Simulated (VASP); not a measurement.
```yaml
crystal:
  lattice:
    - [-0.01159, 2.31726, 2.31726]
    - [2.30568, 0.00000, 2.30568]
    - [2.31726, 2.31726, -0.01159]
  atoms:
    - { symbol: Hf, position: [0.00000, 0.00000, 0.00000] }
    - { symbol: C, position: [0.50000, 0.50000, 0.50000] }
```

These are r2SCAN meta-GGA, VASP's PBE PAW potentials (set 64) (plane waves; VASP) values and carry that method's errors. Run with 600 eV cut-off, 12×12×12 Γ-centred mesh, first-order Methfessel-Paxton smearing of 0.10 eV, potentials Hf_pv C.

Q: Give the stress tensor in GPa (positive for a compressed cell).

A: 
```
-0.17   0.00   1.92
 0.00  -0.23   0.00
 1.92   0.00  -0.17
```
The pressure is its mean diagonal, -0.19 GPa.

The compound is HfC in the rock salt structure. This cell was strained or had an atom moved on purpose.
